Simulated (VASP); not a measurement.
OSZICAR of a VASP run on Pd (fcc):

OSZICAR:
```
       N       E                     dE             d eps       ncg     rms          rms(c)
DAV:   1     0.380837119008E+02    0.38084E+02   -0.52583E+03  2610   0.104E+03
DAV:   2    -0.508416930053E+01   -0.43168E+02   -0.41952E+02  2778   0.191E+02
DAV:   3    -0.547393191680E+01   -0.38976E+00   -0.38563E+00  3034   0.210E+01
DAV:   4    -0.547599652763E+01   -0.20646E-02   -0.20645E-02  3016   0.144E+00
DAV:   5    -0.547602023285E+01   -0.23705E-04   -0.23705E-04  3047   0.135E-01    0.666E+00
DAV:   6    -0.522610525438E+01    0.24991E+00   -0.12607E+00  2659   0.104E+01    0.325E+00
DAV:   7    -0.521825693715E+01    0.78483E-02   -0.43899E-03  2846   0.673E-01    0.178E+00
DAV:   8    -0.521507910489E+01    0.31778E-02   -0.96654E-04  2772   0.246E-01    0.360E-02
DAV:   9    -0.521508335667E+01   -0.42518E-05   -0.74100E-06  3208   0.308E-02    0.105E-02
DAV:  10    -0.521508688246E+01   -0.35258E-05   -0.15072E-06  2934   0.140E-02    0.185E-03
DAV:  11    -0.521508674812E+01    0.13435E-06   -0.37785E-08  2189   0.178E-03    0.412E-04
DAV:  12    -0.521508669901E+01    0.49106E-07   -0.33364E-09  1379   0.691E-04
   1 F= -.57653938E+01 E0= -.57652660E+01  d E =-.383358E-03
```

**Question.** Which electronic solver shows in the log?

**Answer.** It is blocked Davidson (ALGO = Normal, or the opening steps of other solvers). The INCAR had ALGO = Normal.

**Question.** Can the final energy be trusted as converged?

**Answer.** Self-consistency was reached. It stopped with EDIFF = 1E-7, NELM = 100 (PBE GGA with D3 dispersion (zero damping), plane waves, VASP's PBE PAW potentials (set 64)).

The compound is Pd in the fcc structure. This cell is one point of a volume scan, at 1.06 of the reference volume.
